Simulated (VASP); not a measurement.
Method: PBEsol GGA, VASP's PBE PAW potentials (set 64) (plane waves; VASP 6.6.1).

Input for VASP

KPOINTS:
```
kpoints
0
G
17 17 17
```

INCAR:
```
! general
SYSTEM   =  V
PREC     =  Accurate
ENCUT    =  500
LREAL    =  .FALSE.
LASPH    =  .TRUE.

! electronic loop
EDIFF    =  1E-6
NELM     =  100
ALGO     =  Normal
LMAXMIX  =  4

! smearing
ISMEAR   =  1
SIGMA    =  0.1

! functional
GGA      =  PS

! ions
IBRION   =  2
NSW      =  40
ISIF     =  3
EDIFFG   =  -0.02
PSTRESS  =  100

! output
LWAVE    =  .FALSE.
LCHARG   =  .FALSE.
```

POSCAR:
```
V
1.0
 -1.4570278068   1.4570278068   1.4570278068
  1.4570278068  -1.4570278068   1.4570278068
  1.4570278068   1.4570278068  -1.4570278068
V
1
direct
  0.0000000000   0.0000000000   0.0000000000
```

POTCAR, in this order: V_sv (PBE.64 set). Program: vasp_std.

Problem. What will the output report for the number of irreducible k-points (NKPTS), largest plane-wave count, number of space-group operations, FFT grid (NGX, NGY, NGZ)?

Solution. 
| Property | Value |
|---|---|
| number of irreducible k-points (NKPTS) | 165 |
| largest plane-wave count | 327 |
| number of space-group operations | 48 |
| FFT grid (NGX, NGY, NGZ) | 18 × 18 × 18 |

The compound is V in the bcc structure. It was relaxed first under an external pressure of 10 GPa. The run is not spin-polarised, so no magnetic state was tried.
